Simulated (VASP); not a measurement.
An input for Quantum ESPRESSO's pw.x (written as the equivalent of a VASP run, and not itself run):

```
&CONTROL
  calculation = 'vc-relax'
  pseudo_dir = './pseudo'
  outdir = './out'
  tprnfor = .true.
  tstress = .true.
  nstep = 30
  forc_conv_thr = 0.00039
/
&SYSTEM
  ibrav = 0
  nat = 6
  ntyp = 2
  ecutwfc = 84
  occupations = 'smearing'
  smearing = 'gaussian'
  degauss = 0.003675
  input_dft = 'pbe'
  vdw_corr = 'grimme-d3'
  dftd3_version = 3
  dftd3_threebody = .false.
/
&ELECTRONS
  conv_thr = 7.3e-09
  electron_maxstep = 100
/
&IONS
/
&CELL
  cell_dofree = 'shape'
/
ATOMIC_SPECIES
  Mg 24.305 Mg.upf
  F 18.998 F.upf
CELL_PARAMETERS angstrom
     4.6060787    0.0000000    0.0000000
     0.0000000    4.6060787    0.0000000
     0.0000000    0.0000000    3.0416271
ATOMIC_POSITIONS crystal
  Mg   0.0000000  0.0000000  0.0000000
  Mg   0.5000000  0.5000000  0.5000000
  F    0.3027603  0.3027603  0.0000000
  F    0.8027603  0.1972397  0.5000000
  F    0.1972397  0.8027603  0.5000000
  F    0.6972397  0.6972397  0.0000000
K_POINTS automatic
  5 5 7 0 0 0
```

Problem. Translate this input to VASP (INCAR, KPOINTS, POSCAR, choice of POTCAR).

Solution. Several could match; the one computed here: 
**KPOINTS**
```
Automatic mesh
0
Gamma
5 5 7
0 0 0
```

INCAR:
```
LASPH=T   # aspherical one-centre terms
LWAVE=F
EDIFFG=-0.01   # ionic stop
ISIF=4   # ions and shape, fixed volume
NSW=30
NELM=100   # most electronic steps
ISMEAR=0   # Gaussian
LCHARG=F
SYSTEM=MgF2
EDIFF=1E-7   # SCF stop (eV)
LREAL=F   # projection in real space or not
GGA=PE   # PBE
PREC=Accurate
SIGMA=0.05   # width (eV)
ALGO=Normal   # blocked Davidson
IBRION=2
IVDW=11   # D3, zero damping
ENCUT=520   # plane-wave cut-off (eV)
```

File POSCAR:
```
MgF2
1
    4.6060786830     0.0000000000     0.0000000000
    0.0000000000     4.6060786830     0.0000000000
    0.0000000000     0.0000000000     3.0416270980
Mg F
2 4
Direct
  0.0000000000   0.0000000000   0.0000000000
  0.5000000000   0.5000000000   0.5000000000
  0.3027603049   0.3027603049   0.0000000000
  0.8027603049   0.1972396951   0.5000000000
  0.1972396951   0.8027603049   0.5000000000
  0.6972396951   0.6972396951   0.0000000000
```

POTCAR, in this order: Mg F (PBE.64 set). Program: vasp_std.

What does not carry over: the potentials are each code's own (VASP's PAW set, PseudoDojo norm-conserving files in pw.x), so ENCUT and ecutwfc are chosen apart and not converted; conv_thr bounds pw.x's estimated SCF error, while EDIFF bounds the energy change between steps; forc_conv_thr acts on force components and is met together with etot_conv_thr.

The compound is MgF2 in the rutile structure. This cell is one point of a volume scan, at 0.97 of the reference volume. Symmetry was kept, so distortions that lower it aren't found.
